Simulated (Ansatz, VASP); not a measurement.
## Be3SnAu in VASP and in Ansatz

```xyz
5
Lattice="3.8565 0.0000 0.0000 0.0000 3.8565 0.0000 0.0000 0.0000 3.8565" Properties=species:S:1:pos:R:3 pbc="T T T"
Be    1.9283    0.0000    0.0000
Be    0.0000    1.9283    0.0000
Be    0.0000    0.0000    1.9283
Sn    0.0000    0.0000    0.0000
Au    1.9283    1.9283    1.9283
```

Change from the starting cell: species swapped into the BaTiO3 type (Pm-3m, No. 221).

Alike in both runs: task relaxation of cell and atoms; functional PBE; k mesh 4 × 4 × 4; occupations gaussian, width 0.1 eV; no spin polarisation.

|  | VASP | Ansatz |
| --- | --- | --- |
| version | VASP 6.6.1 | Ansatz 0.2.0 |
| potentials or method | VASP PAW PBE potentials, release 64 (Be, Sn_d, Au) | scalar-relativistic, plane waves, PAW |
| plane-wave cutoff (eV) | 600 | 420 |
| valence electrons in the cell | 31 | 39 |

VASP gave:

- gap on the k mesh at the Fermi level, each at its own relaxed structure (eV): none
- relaxed volume (Å³/atom): 18.99
- relaxed cell length with the largest relative difference (Å): 4.562
- energy change over the relaxation (meV/atom): -1156

Question: What did Ansatz give for the same quantities?

Answer: gap on the k mesh at the Fermi level, each at its own relaxed structure (eV): none; relaxed volume (Å³/atom): 18.99; relaxed cell length with the largest relative difference (Å): 4.562; energy change over the relaxation (meV/atom): -1160.

A gap of «none» marks a metal or a gap that the smearing closes. The two sets of potentials don't hold the same shells in valence.

Caveats: the k mesh is coarse (spacing up to 0.41 Å⁻¹), so the values aren't converged; the volume moved by over 15 % at a fixed basis, so the end points are rough (VASP). Spin-orbit coupling is left out, which matters for the levels of Au.
